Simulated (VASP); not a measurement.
Given:

```xyz
2
Lattice="1.1450 -1.9832 0.0000 1.1450 1.9832 0.0000 0.0000 0.0000 3.5800" Properties=species:S:1:pos:R:3 pbc="T T T"
Be     1.1450     0.6611     0.8950
Be     1.1450    -0.6611     2.6850
```

All values below come from SCAN meta-GGA, VASP's PBE PAW potentials (set 64) (plane waves; VASP). Run with 520 eV cut-off, 16×16×9 Γ-centred mesh, first-order Methfessel-Paxton smearing of 0.10 eV, potentials Be.

Energy and stress use the plane-wave basis of the starting cell.

Q: The ions, cell shape and volume are relaxed. Which structure does the run end with?

A: 
```xyz
2
Lattice="1.1351 -1.9661 0.0000 1.1351 1.9661 0.0000 0.0000 0.0000 3.5511" Properties=species:S:1:pos:R:3 pbc="T T T"
Be     1.1351     0.6554     0.8878
Be     1.1351    -0.6554     2.6633
```
Space group P6_3/mmc (194), at a tolerance of 0.03 Å.

Q: How do energy and volume change from the first to the last step?

A: The energy (σ→0) changes by -2.0 meV/atom and the volume by -2.5 %, in 5 ionic steps.

```csv
step,E(σ→0) (eV),max force (eV/Å),pressure (GPa),volume (Å³)
1,-8.7262,0.000,-3.07,16.26
2,-8.7301,0.000,-0.37,15.89
3,-8.7301,0.000,0.03,15.84
4,-8.7301,0.000,-0.03,15.85
5,-8.7301,0.000,-0.03,15.85
```

The compound is Be in the hcp structure. This run relaxes it. Symmetry was kept, so distortions that lower it aren't found.
